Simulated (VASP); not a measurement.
A run of VASP 6.6.1:

Contents of INCAR:

```
SYSTEM = AlIr
  ALGO = Normal
  EDIFF = 1E-6
  ENCUT = 520
  ISIF = 2
  ISMEAR = 1
  LASPH = .True.
  LCHARG = .True.
  LMIXTAU = .True.
  LREAL = .False.
  LVHAR = .True.
  LWAVE = .False.
  METAGGA = R2SCAN
  NELM = 80
  PREC = Accurate
  SIGMA = 0.1
```

The input KPOINTS:

```
k-points
0
Gamma
  14 14 14
  0 0 0
```

POSCAR

```
AlIr                                    
1.0
    2.9942779185     -0.0000000000      0.0000000000
    0.0000000000      2.9942779185      0.0000000000
   -0.0000000000     -0.0000000000      2.9942779185
  Ir              Al            
     1     1
Direct
     0.0000000000000000    0.0000000000000000    0.0000000000000000
     0.5000000000000000    0.5000000000000000    0.5000000000000000
```

Potentials or basis: VASP PAW PBE potentials, release 64 (Ir, Al).

Run with:

```bash
$ cat potpaw_PBE.64/Ir/POTCAR potpaw_PBE.64/Al/POTCAR > POTCAR
$ mpirun -np 1 vasp_std > vasp.out
```

Hardware: 1 thread of Intel(R) Xeon(R) Platinum 8488C (Sapphire Rapids), with other jobs on the host.

Q: How long does it take, and how much memory?

A: Wall time 48 s on 1 thread of Intel(R) Xeon(R) Platinum 8488C (Sapphire Rapids) (shared host), peak memory 0.17 GiB. Counts: scf iterations 15, k points 120.
